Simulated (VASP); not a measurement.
An input for Quantum ESPRESSO's pw.x (written as the equivalent of a VASP run, and not itself run):

```
&CONTROL
  calculation = 'vc-relax'
  pseudo_dir = './pseudo'
  outdir = './out'
  tprnfor = .true.
  tstress = .true.
  nstep = 60
  forc_conv_thr = 0.00039
/
&SYSTEM
  ibrav = 0
  nat = 8
  ntyp = 3
  ecutwfc = 84
  occupations = 'smearing'
  smearing = 'methfessel-paxton'
  degauss = 0.00735
  input_dft = 'pbesol'
/
&ELECTRONS
  conv_thr = 7.3e-08
  electron_maxstep = 100
/
&IONS
/
&CELL
/
ATOMIC_SPECIES
  Ga 69.723 Ga.upf
  Sb 121.760 Sb.upf
  As 74.922 As.upf
CELL_PARAMETERS angstrom
     6.0021958   -0.0000000   -0.0000000
    -0.0000000    6.0021958   -0.0000000
     0.0000000   -0.0000000    6.0021958
ATOMIC_POSITIONS crystal
  Ga   0.0090162  0.9909838  0.9909838
  Ga   0.4909838  0.5090162  0.9909838
  Ga   0.4909838  0.9909838  0.5090162
  Ga   0.0090162  0.5090162  0.5090162
  Sb   0.2500000  0.2500000  0.2500000
  Sb   0.7500000  0.7500000  0.2500000
  Sb   0.7500000  0.2500000  0.7500000
  As   0.2500000  0.7500000  0.7500000
K_POINTS automatic
  6 6 6 0 0 0
```

**Question.** Translate this input to VASP (INCAR, KPOINTS, POSCAR, choice of POTCAR).

**Answer.** This is not unique; one that fits is 
### KPOINTS
```
Automatic
0
gamma
 6 6 6
```

### INCAR
```
SYSTEM  =  Ga4AsSb3
PREC  =  Accurate; ENCUT  =  400; LREAL  =  .False.
LASPH  =  .True.
EDIFF  =  1E-6; NELM  =  100; ALGO  =  Normal
LMAXMIX  =  4
ISMEAR  =  1; SIGMA  =  0.1
GGA  =  PS
IBRION  =  2; NSW  =  60; ISIF  =  3
EDIFFG  =  -0.01
LWAVE  =  .False.; LCHARG  =  .False.
```

File POSCAR:
```
Ga4AsSb3
1
    6.0021958198    -0.0000000000    -0.0000000000
   -0.0000000000     6.0021958198    -0.0000000000
    0.0000000000    -0.0000000000     6.0021958198
Ga Sb As
4 3 1
Direct
  0.0090162353   0.9909837647   0.9909837647
  0.4909837647   0.5090162353   0.9909837647
  0.4909837647   0.9909837647   0.5090162353
  0.0090162353   0.5090162353   0.5090162353
  0.2500000000   0.2500000000   0.2500000000
  0.7500000000   0.7500000000   0.2500000000
  0.7500000000   0.2500000000   0.7500000000
  0.2500000000   0.7500000000   0.7500000000
```

POTCAR, in this order: Ga_d Sb As (PBE.64 set). Program: vasp_std.

The two are equivalent in intent, not identical: the potentials are each code's own (VASP's PAW set, PseudoDojo norm-conserving files in pw.x), so ENCUT and ecutwfc are chosen apart and not converted; conv_thr bounds pw.x's estimated SCF error, while EDIFF bounds the energy change between steps; forc_conv_thr acts on force components and is met together with etot_conv_thr.

The structure was generated: Ga4AsSb3 was put into an ordered model structure (P-43m), which need not be its known phase. This run relaxes it. Symmetry was kept, so distortions that lower it aren't found. The start is the result of an earlier pass.
